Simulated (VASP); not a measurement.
# A VASP study of Iridium (PBEsol): structure first, properties next, part 2 of 4

What structure does Iridium take at this level, and what are its properties? Left out of this account: 1 further run (phonons: it ended without a result to show). The start is a cell from a database of measured crystal structures.

VASP 6.6.1, plane waves and PAW; the level of theory is named at each step.

Still holding for the runs below: This run has no spin polarisation. Its electron count is odd, so without a moment it is a metal by construction.

So far. Step 2 (Full relaxation (PBEsol)): It ends with forces that vanish by symmetry and a pressure of 0.00 GPa. The volume lies -0.4 % from that of the database's start, which holds the thermal and zero-point expansion of its experiment. Step 3 (Single point with fields (PBEsol)): In this run the pressure is 0.00 GPa, small enough to go on.

### 4. Bands along the symmetry lines (PBEsol)

Level of this step: PBEsol; plane waves and PAW (Ir) (VASP).

Levels along the symmetry lines show where the bands peak and cross; KPOINTS_OPT computes them in the converged potential.

INCAR reads:

```
SYSTEM = Ir
PREC = Accurate
ENCUT = 400
EDIFF = 1E-06
NELM = 100
ISMEAR = 1
SIGMA = 0.2
LREAL = .FALSE.
ALGO = Normal
GGA = PS
NBANDS = 15
LASPH = .TRUE.
LORBIT = 11
LWAVE = .FALSE.
LCHARG = .FALSE.
KPAR = 2
```

POSCAR reads:

```
Ir
1.0
    0.0000000000      1.9168749813      1.9168749813
    1.9168749813      0.0000000000      1.9168749813
    1.9168749813      1.9168749813      0.0000000000
Ir
1
Direct
    0.0000000000      0.0000000000      0.0000000000
```

KPOINTS reads:

```
Automatic mesh
0
Gamma
10 10 10
0 0 0
```

KPOINTS_OPT reads:

```
Line mode
16
Line-mode
Reciprocal
  0.00000000   0.00000000   0.00000000 GAMMA
  0.50000000   0.00000000   0.50000000 X

  0.50000000   0.00000000   0.50000000 X
  0.50000000   0.25000000   0.75000000 W

  0.50000000   0.25000000   0.75000000 W
  0.37500000   0.37500000   0.75000000 K

  0.37500000   0.37500000   0.75000000 K
  0.00000000   0.00000000   0.00000000 GAMMA

  0.00000000   0.00000000   0.00000000 GAMMA
  0.50000000   0.50000000   0.50000000 L

  0.50000000   0.50000000   0.50000000 L
  0.62500000   0.25000000   0.62500000 U

  0.62500000   0.25000000   0.62500000 U
  0.50000000   0.25000000   0.75000000 W

  0.50000000   0.25000000   0.75000000 W
  0.50000000   0.50000000   0.50000000 L

  0.50000000   0.50000000   0.50000000 L
  0.37500000   0.37500000   0.75000000 K

  0.62500000   0.25000000   0.62500000 U
  0.50000000   0.00000000   0.50000000 X
```

The projector-augmented-wave data sets are Ir (PBE family, release 64).

On the command line:

```
mpirun -np 2 vasp_std
```

The log of the run:

```text
[banner, memory and clock lines left out]
running    2 mpi-ranks, on    1 nodes
 distrk:  each k-point on    1 cores,    2 groups
 distr:  one band on    1 cores,    1 groups

 POSCAR found type information on POSCAR Ir
 POSCAR found :  1 types and       1 ions
 [... a notice as in an earlier step ...]

 LDA part: xc-table for (Slater+PW92), standard interpolation
 POSCAR, INCAR and KPOINTS ok, starting setup
 FFT: planning ... GRIDC
 FFT: planning ... GRID_SOFT
 FFT: planning ... GRID
 WAVECAR not read
 entering main loop
       N       E                     dE             d eps       ncg     rms          rms(c)
DAV:   1     0.382551662290E+02    0.38255E+02   -0.33840E+03  1450   0.432E+02
DAV:   2    -0.952207124034E+01   -0.47777E+02   -0.44899E+02  1739   0.140E+02
DAV:   3    -0.104472135953E+02   -0.92514E+00   -0.90738E+00  1935   0.200E+01
DAV:   4    -0.104527900489E+02   -0.55765E-02   -0.55752E-02  1657   0.154E+00
DAV:   5    -0.104528543926E+02   -0.64344E-04   -0.64327E-04  1952   0.155E-01    0.159E+01
DAV:   6    -0.992762897370E+01    0.52523E+00   -0.70359E-01  2005   0.763E+00    0.631E+00
DAV:   7    -0.983098225706E+01    0.96647E-01   -0.25176E-01  2167   0.400E+00    0.141E+00
DAV:   8    -0.982889179024E+01    0.20905E-02   -0.36464E-03  1662   0.391E-01    0.114E+00
DAV:   9    -0.982397623489E+01    0.49156E-02   -0.24430E-03  1998   0.535E-01    0.853E-02
DAV:  10    -0.982394129936E+01    0.34936E-04   -0.32883E-05  1804   0.320E-02    0.198E-02
DAV:  11    -0.982394332523E+01   -0.20259E-05   -0.51043E-06  1954   0.139E-02    0.173E-03
DAV:  12    -0.982394319701E+01    0.12823E-06   -0.72307E-08  1279   0.175E-03
   1 F= -.98239432E+01 E0= -.98236452E+01  d E =-.893885E-03
 Start KPOINTS_OPT (optional k-point list driver)
k-point batch [1-47\160]
       N       E                     dE             ncg
DAV:   1     0.476718499265E+04   -0.11312E+05     1426
DAV:   2     0.254098433239E+04   -0.22262E+04     1655
DAV:   3     0.250311466908E+04   -0.37870E+02     2006
DAV:   4     0.250291832319E+04   -0.19635E+00     1630
DAV:   5     0.250291623207E+04   -0.20911E-02     1964
DAV:   6     0.250291619094E+04   -0.41127E-04     1658
DAV:   7     0.250291619021E+04   -0.73099E-06     1758
[...]
k-point batch [142-160\160]
       N       E                     dE             ncg
DAV:   1     0.123655135725E+05   -0.57889E+04      570
DAV:   2     0.114284576838E+05   -0.93706E+03      689
DAV:   3     0.114116389715E+05   -0.16819E+02      801
DAV:   4     0.114115519728E+05   -0.86999E-01      682
DAV:   5     0.114115509502E+05   -0.10227E-02      766
DAV:   6     0.114115509294E+05   -0.20772E-04      683
DAV:   7     0.114115509290E+05   -0.41960E-06      693
```

Run time: 5 s. Hardware: 2 MPI ranks of Intel Xeon 6975P-C (Granite Rapids), shared host; peak memory 0.24 GiB; 8.9 s of CPU time.

OUTCAR, selected parts (step 4):

```text
The static configuration has the point symmetry O_h .

 Found     47 irreducible k-points:

   k-points           NKPTS =     47   k-points in BZ     NKDIM =     47   number of bands    NBANDS=     15

   NELECT =       9.0000    total number of electrons

 E-fermi :  10.4045

 k-point     1 :       0.0000    0.0000    0.0000
  band No.  band energies     occupation
    ...
      2       6.3892      2.00000
      3       6.3892      2.00000
      4       6.3892      2.00000
      5       9.1299      2.00000
      6       9.1299      2.00000
      7      24.6257      0.00000
      8      30.2336      0.00000
      9      30.2336      0.00000
     10      30.2336      0.00000
     11      35.0790      0.00000
    ...

 k-point     2 :       0.1000    0.0000    0.0000
  band No.  band energies     occupation
    ...
      2       6.1661      2.00000
      3       6.5719      2.00000
      4       6.5719      2.00000
      5       9.0205      2.00000
      6       9.0205      2.00000
      7      25.3696      0.00000
      8      28.3250      0.00000
      9      30.9603      0.00000
     10      30.9603      0.00000
     11      37.1539      0.00000
    ...

  Total        0.0018908      0.0018908      0.0018908      0.0000000     -0.0000000      0.0000000
  in kB        0.2150522      0.2150522      0.2150522      0.0000000     -0.0000000      0.0000000
  external PRESSURE =       0.2150522 kB  Pullay stress =       0.0000000 kB

 POSITION                                       TOTAL-FORCE (eV/Angst)
 -----------------------------------------------------------------------------------
      0.00000      0.00000      0.00000         0.000000     -0.000000     -0.000000
 -----------------------------------------------------------------------------------
    total drift:                               -0.000000      0.000000      0.000000

  FREE ENERGIE OF THE ION-ELECTRON SYSTEM (eV)
  ---------------------------------------------------
  free  energy   TOTEN  =        -9.8239431970 eV

  energy  without entropy=       -9.8230493122  energy(sigma->0) =       -9.82364524

[... 8 parts as in an earlier step ...]

[... 5 further parts left out ...]
```

Spin-orbit coupling is off here; with elements this heavy it splits and shifts levels by tenths of an eV or more.

This step gave:

```
bands    : 15
pressure : 0.02151 GPa
```

Electronic bands along the path, in eV, zero at the Fermi level; # counts the bands kept:

```
          point      #1     #2     #3     #4     #5     #6     #7
              Γ  -11.32  -4.02  -4.02  -4.02  -1.27  -1.27  14.22
0.47 of the way   -8.59  -5.83  -3.10  -2.24  -2.24  -0.41  17.82
              X   -8.07  -7.50   0.81   1.40   1.40   1.56  10.44
0.47 of the way   -7.47  -6.95  -1.92  -0.25   1.41   5.18   8.84
              W   -6.41  -5.02  -5.02  -1.90   1.41   8.12   8.98
0.47 of the way   -6.68  -5.92  -3.84  -1.47   1.06   7.07   7.96
              K   -7.10  -6.14  -3.02  -0.97   0.53   6.23   7.62
0.47 of the way   -7.62  -5.23  -4.05  -2.57  -2.29   1.17  13.42
              Γ  -11.32  -4.02  -4.02  -4.02  -1.27  -1.27  14.22
0.53 of the way   -8.91  -4.45  -3.59  -3.59  -0.97  -0.97  13.22
              L   -8.27  -4.11  -4.11  -0.91   0.83   0.83   7.19
0.53 of the way   -7.06  -5.14  -3.49  -2.91   0.55   4.54   6.71
              U   -7.10  -6.14  -3.02  -0.97   0.53   6.23   7.62
0.47 of the way   -6.76  -5.98  -3.68  -1.37   0.97   6.90   7.88
              W   -6.41  -5.02  -5.02  -1.90   1.41   8.12   8.98
0.47 of the way   -6.62  -5.49  -3.91  -2.52   0.48   5.43   6.55
              L   -8.27  -4.11  -4.11  -0.91   0.83   0.83   7.19
0.47 of the way   -7.28  -4.97  -3.21  -3.17   0.61   4.03   6.74
              K   -7.10  -6.14  -3.02  -0.97   0.53   6.23   7.62
      jump to U   -7.10  -6.14  -3.02  -0.97   0.53   6.23   7.62
0.47 of the way   -7.71  -7.11  -1.18   0.15   1.14   4.61   8.53
              X   -8.07  -7.50   0.81   1.40   1.40   1.56  10.44
```

The electronic bands as a text plot (rows in eV, shown from -8.0 to 6.5 only):

```
    6.2 |               *                      *             **
    5.6 |                *                   **             *
    5.0 |                 *                          *
    4.4 |          *                                       *   *
    3.8 |                  *                *
    3.2 |         *                                   *   *
    2.6 |                   *              *
    2.0 |                                              * *      *
    1.4 |        ******      *                   **            **
    0.8 |       ***    **                ****  **  *********  * *
    0.2 |     **  **     *              *    **             ** *
   -0.4 |   **            *   *        *                      *
   -1.0 |***  *     *   *  *   *****  *  **    **       *    * *
   -1.6 | *  * *   * *** ** *   *   **        *  ***   * *
   -2.3 |  *               *****        *  * *      *     * * *
   -2.9 |   ***              **                *     **    *
   -3.5 | **        *   **    ***   ****    * * *    **   ** *
   -4.1 |*           * *  *  *   ***   ***** *   *     ***  *
   -4.7 | **          *    **  **   ***    **      ** **  *
   -5.3 |   *         *   * ***              *    ** *     **
   -5.9 |    *       * ***                    ****  *        *
   -6.5 |     *     ****  ***                *   ***        * *
   -7.1 |      **  **   **                  * ***    *     * ***
   -7.7 |     ******         *             *          **  *    **
         Γ       X    W  K        Γ      L     U  W     L   K|U X
```

There is no gap at this level.

### 5. Total and projected DOS (PBEsol)

Here the states are counted by energy and projected on the atoms. The mesh is finer than in the run before.

INCAR: that of step 4 with these lines changed.

```diff
@@ -5,3 +5,3 @@
 NELM = 100
-ISMEAR = 1
+ISMEAR = -5
 SIGMA = 0.2
@@ -16 +16,2 @@
 KPAR = 2
+NEDOS = 2001
```

POSCAR is that of step 4.

KPOINTS reads:

```
Automatic mesh
0
Gamma
15 15 15
0 0 0
```

On the command line:

```
mpirun -np 2 vasp_std
```

The log of the run:

```text
[... set-up lines as in an earlier step ...]
 entering main loop
       N       E                     dE             d eps       ncg     rms          rms(c)
DAV:   1     0.410024034365E+02    0.41002E+02   -0.33995E+03  3679   0.436E+02
DAV:   2    -0.951093634712E+01   -0.50513E+02   -0.47246E+02  4370   0.142E+02
DAV:   3    -0.104485588038E+02   -0.93762E+00   -0.93538E+00  4874   0.206E+01
DAV:   4    -0.104540828623E+02   -0.55241E-02   -0.55187E-02  4279   0.158E+00
DAV:   5    -0.104541442118E+02   -0.61350E-04   -0.61288E-04  4838   0.152E-01    0.159E+01
DAV:   6    -0.992340890395E+01    0.53074E+00   -0.72528E-01  5154   0.773E+00    0.629E+00
DAV:   7    -0.982858239860E+01    0.94827E-01   -0.25138E-01  5539   0.397E+00    0.145E+00
DAV:   8    -0.982641737293E+01    0.21650E-02   -0.35412E-03  4195   0.390E-01    0.117E+00
DAV:   9    -0.982148398541E+01    0.49334E-02   -0.24421E-03  5140   0.535E-01    0.919E-02
DAV:  10    -0.982145768627E+01    0.26299E-04   -0.35410E-05  4579   0.327E-02    0.164E-02
DAV:  11    -0.982146309783E+01   -0.54116E-05   -0.46576E-06  4945   0.126E-02    0.153E-03
DAV:  12    -0.982146291535E+01    0.18248E-06   -0.62267E-08  3389   0.156E-03
   1 F= -.98214629E+01 E0= -.98214629E+01  d E =0.000000E+00
 -----------------------------------------------------------------------------
|                                                                             |
|           W    W    AA    RRRRR   N    N  II  N    N   GGGG   !!!           |
|           W    W   A  A   R    R  NN   N  II  NN   N  G    G  !!!           |
|           W    W  A    A  R    R  N N  N  II  N N  N  G       !!!           |
|           W WW W  AAAAAA  RRRRR   N  N N  II  N  N N  G  GGG   !            |
|           WW  WW  A    A  R   R   N   NN  II  N   NN  G    G                |
|           W    W  A    A  R    R  N    N  II  N    N   GGGG   !!!           |
|                                                                             |
|     Tetrahedron method does not include variations of the Fermi             |
|     occupations, so forces and stress will be inaccurate. We suggest        |
|     using a different smearing scheme ISMEAR = 1 or 2 for metals in         |
|     relaxations.                                                            |
|                                                                             |
 -----------------------------------------------------------------------------
```

Elapsed: 4.8 s, on 2 MPI ranks; peak memory 0.24 GiB.

Parts of OUTCAR (step 5):

```text
   k-points           NKPTS =    120   k-points in BZ     NKDIM =    120   number of bands    NBANDS=     15

   NELECT =       9.0000    total number of electrons

 E-fermi :  10.3117

 k-point     1 :       0.0000    0.0000    0.0000
  band No.  band energies     occupation
    ...
      2       6.3883      2.00000
      3       6.3883      2.00000
      4       6.3883      2.00000
      5       9.1220      2.00000
      6       9.1220      2.00000
      7      24.6317      0.00000
      8      30.2308      0.00000
      9      30.2308      0.00000
     10      30.2308      0.00000
     11      35.0770      0.00000
    ...

  Total       -0.0091980     -0.0091980     -0.0091980     -0.0000000      0.0000000     -0.0000000
  in kB       -1.0461472     -1.0461472     -1.0461472     -0.0000000      0.0000000     -0.0000000
  external PRESSURE =      -1.0461472 kB  Pullay stress =       0.0000000 kB

 POSITION                                       TOTAL-FORCE (eV/Angst)
 -----------------------------------------------------------------------------------
      0.00000      0.00000      0.00000        -0.000000     -0.000000     -0.000000
 -----------------------------------------------------------------------------------
    total drift:                                0.000000     -0.000000     -0.000000

  FREE ENERGIE OF THE ION-ELECTRON SYSTEM (eV)
  ---------------------------------------------------
  free  energy   TOTEN  =        -9.8214629153 eV

  energy  without entropy=       -9.8214629153  energy(sigma->0) =       -9.82146292

[... 6 parts as in an earlier step ...]

[... 10 further parts left out ...]
```

With tetrahedra the forces and stress of a metal are not exact derivatives of the energy.

This step gave:

| Item | Value |
| --- | --- |
| irreducible k-points | 120 |
| free energy (TOTEN) | -9.821 eV |
| Fermi energy | 10.31 eV |
| pressure | -0.1046 GPa |
| DOS at the Fermi level | 0.8805 states/eV/cell |

The density of states has structure finer than the step of the table below, so its rows give means over 1 eV, whole bins alone (the curve runs from -12.0 to 7.91 eV). Peaks (eV: height): total -7.0: 1.27, -3.4: 2.20, -1.7: 1.45, 0.8: 1.69; Ir d -6.9: 0.914, -3.4: 1.88, -1.7: 1.25, 0.8: 1.59; Ir p -6.3: 0.0859, -5.5: 0.130, -3.7: 0.179, -2.9: 0.131; Ir s -7.5: 0.242, -4.1: 0.0499, 6.2: 0.0733, 7.2: 0.168.

States under -12.0 eV and over 7.9 eV are left out. Table of density of states by energy, zero at the Fermi level; means over each step; values in states/eV/cell:

```
energy (eV)   total     Ir d     Ir p     Ir s
        -11  0.0208   3.2e-5   6.7e-4   0.0173
        -10  0.0711  0.00165  0.00548   0.0545
         -9   0.131   0.0124   0.0153   0.0865
         -8   0.497    0.227   0.0401    0.182
         -7    1.15    0.803   0.0727    0.179
         -6   0.950    0.757   0.0833   0.0399
         -5    1.11    0.900    0.106   0.0183
         -4    1.52     1.23    0.159   0.0389
         -3    1.18    0.967    0.120   0.0244
         -2    1.08    0.920   0.0829   0.0154
         -1   0.895    0.794   0.0470  0.00995
          0   0.943    0.869   0.0309  0.00746
          1    1.14     1.06   0.0337   0.0130
          2   0.271    0.199   0.0425   0.0174
          3   0.274    0.171   0.0629   0.0257
          4   0.269    0.141   0.0757   0.0354
          5   0.246    0.105   0.0761   0.0439
          6   0.217   0.0756   0.0657   0.0539
          7   0.263   0.0886   0.0474   0.0997
```

The finer mesh and the other smearing move the Fermi level by -0.09 eV from the 10×10×10 run, one measure of the sampling error in the zero of the bands above. Of the states within 0.3 eV of the Fermi level, the largest shares in the PAW spheres are Ir d 92 %. The rest lies in smaller channels or between the spheres.

### 6. Volume scan with PBEsol, volume scale 0.94

An equation of state needs energies on both sides of the minimum, all on one mesh and cutoff.

INCAR reads:

```
SYSTEM = Ir
PREC = Accurate
ENCUT = 400
EDIFF = 1E-06
NELM = 100
ISMEAR = 1
SIGMA = 0.2
LREAL = .FALSE.
ALGO = Normal
GGA = PS
NBANDS = 10
LASPH = .TRUE.
LORBIT = 11
LWAVE = .FALSE.
LCHARG = .FALSE.
KPAR = 2
ISIF = 2
```

POSCAR reads:

```
Ir
1.0
    0.0000000000      1.8777441038      1.8777441038
    1.8777441038      0.0000000000      1.8777441038
    1.8777441038      1.8777441038      0.0000000000
Ir
1
Direct
    0.0000000000      0.0000000000      0.0000000000
```

KPOINTS reads:

```
Automatic mesh
0
Gamma
10 10 10
0 0 0
```

On the command line:

```
mpirun -np 2 vasp_std
```

The log of the run:

```text
[... set-up lines as in an earlier step ...]
 entering main loop
       N       E                     dE             d eps       ncg     rms          rms(c)
DAV:   1     0.368709595075E+02    0.36871E+02   -0.37474E+03   980   0.662E+02
DAV:   2    -0.970469524389E+01   -0.46576E+02   -0.43539E+02   986   0.178E+02
DAV:   3    -0.103410566876E+02   -0.63636E+00   -0.63477E+00  1090   0.244E+01
DAV:   4    -0.103465388146E+02   -0.54821E-02   -0.54815E-02  1080   0.218E+00
DAV:   5    -0.103466463957E+02   -0.10758E-03   -0.10758E-03  1098   0.282E-01    0.189E+01
DAV:   6    -0.986817120338E+01    0.47848E+00   -0.72661E-01  1056   0.104E+01    0.794E+00
DAV:   7    -0.976142425397E+01    0.10675E+00   -0.28117E-01  1144   0.595E+00    0.141E+00
DAV:   8    -0.975855513083E+01    0.28691E-02   -0.19522E-03  1018   0.466E-01    0.108E+00
DAV:   9    -0.975398080248E+01    0.45743E-02   -0.24964E-03  1032   0.712E-01    0.374E-02
DAV:  10    -0.975396855881E+01    0.12244E-04   -0.16945E-05  1356   0.442E-02    0.199E-02
DAV:  11    -0.975397042487E+01   -0.18661E-05   -0.11584E-06   834   0.658E-03    0.134E-03
DAV:  12    -0.975397037740E+01    0.47464E-07   -0.28435E-08   512   0.168E-03
   1 F= -.97539704E+01 E0= -.97536747E+01  d E =-.887178E-03
```

It took 2.2 s on 2 MPI ranks; peak memory 0.21 GiB; 3.2 s of CPU time.

Parts of OUTCAR (step 6):

```text
   ENCUT  =  400.0 eV  29.40 Ry    5.42 a.u.   4.33  4.33  4.33*2*pi/ulx,y,z

   NELECT =       9.0000    total number of electrons

 E-fermi :  11.5350

 k-point     1 :       0.0000    0.0000    0.0000
  band No.  band energies     occupation
    ...
      2       7.1173      2.00000
      3       7.1173      2.00000
      4       7.1173      2.00000
      5      10.1394      2.00000
      6      10.1394      2.00000
      7      25.5961      0.00000
      8      31.5831      0.00000
      9      31.5831      0.00000
     10      31.5831      0.00000

  Total        2.3346844      2.3346844      2.3346844      0.0000000     -0.0000000      0.0000000
  in kB      282.4877051    282.4877051    282.4877051      0.0000000     -0.0000000      0.0000000
  external PRESSURE =     282.4877051 kB  Pullay stress =       0.0000000 kB

 POSITION                                       TOTAL-FORCE (eV/Angst)
 -----------------------------------------------------------------------------------
      0.00000      0.00000      0.00000         0.000000      0.000000      0.000000
 -----------------------------------------------------------------------------------
    total drift:                               -0.000000      0.000000     -0.000000

  FREE ENERGIE OF THE ION-ELECTRON SYSTEM (eV)
  ---------------------------------------------------
  free  energy   TOTEN  =        -9.7539703774 eV

  energy  without entropy=       -9.7530831996  energy(sigma->0) =       -9.75367465

[... 5 parts as in an earlier step ...]

[... 11 further parts left out ...]
```

The scan keeps the cell's shape and the fractional positions fixed.

Numbers from this step:

```yaml
bands: 10
irreducible_k_points: 47
free_energy_toten: -9.754 eV
energy_at_zero_smearing: -9.754 eV
fermi_energy: 11.54 eV
pressure: 28.25 GPa
```

The pressure here is 28.25 GPa.

[end of part 2 of 4]

[Lines on the potential files, build, host, timing and source positions are cut from VASP's logs without a mark.]

[Logs are printed without paths, hosts, clocks, repeated set-up lines and the standing remarks that a program may print on its own settings, such as how far it seeks lower states.]

[Hosts, paths, dates, database ids (printed as entryN), source tags and the programs' standing remarks are cut or masked in the printed files.]

[A measured line is paired with the nearest computed mode of its activity, which favours agreement.]
